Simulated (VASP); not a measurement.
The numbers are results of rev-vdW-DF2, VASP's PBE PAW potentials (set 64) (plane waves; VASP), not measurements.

VASP input:

INCAR:
```
# general
SYSTEM   = LiH
PREC     = Accurate
ENCUT    = 520
LREAL    = .FALSE.
LASPH    = .TRUE.   # aspherical one-centre terms
ICHARG   = 11   # fixed density

# electronic loop
EDIFF    = 1E-7
NELM     = 100
ALGO     = Normal

# smearing
ISMEAR   = 0   # Gaussian
SIGMA    = 0.05   # width (eV)

# functional
GGA      = MK
LUSE_VDW = .TRUE.
AGGAC    = 0.0
PARAM1   = 0.1234568
PARAM2   = 0.7114
ZAB_VDW  = -1.8867

# output
LWAVE    = .FALSE.
LCHARG   = .FALSE.
LORBIT   = 11   # lm-projected
```

KPOINTS:
```
k-points along high-symmetry lines
15
Line-mode
Reciprocal
  0.000000   0.000000   0.000000 ! GAMMA
  0.500000   0.000000   0.500000 ! X

  0.500000   0.000000   0.500000 ! X
  0.625000   0.250000   0.625000 ! U

  0.375000   0.375000   0.750000 ! K
  0.000000   0.000000   0.000000 ! GAMMA

  0.000000   0.000000   0.000000 ! GAMMA
  0.500000   0.500000   0.500000 ! L

  0.500000   0.500000   0.500000 ! L
  0.500000   0.250000   0.750000 ! W

  0.500000   0.250000   0.750000 ! W
  0.500000   0.000000   0.500000 ! X
```

File POSCAR:
```
LiH
1.0
  0.0000000000   2.0009743375   2.0009743375
  2.0009743375   0.0000000000   2.0009743375
  2.0009743375   2.0009743375   0.0000000000
Li H
1 1
direct
  0.0000000000   0.0000000000   0.0000000000
  0.5000000000   0.5000000000   0.5000000000
```

POTCAR, in this order: Li_sv H (PBE.64 set). Program: vasp_std. Read from the step before: CHGCAR.

Question: What will the output report for the number of irreducible k-points (NKPTS), largest plane-wave count, number of space-group operations, FFT grid (NGX, NGY, NGZ)?

Answer: 
```json
{
  "number of irreducible k-points (NKPTS)": "90",
  "largest_plane_wave_count": "444",
  "number_of_space_group_operations": "48",
  "FFT grid (NGX, NGY, NGZ)": "24 × 24 × 24"
}
```

The compound is LiH in the rock salt structure. It was relaxed first, which changed the volume by -6 %.
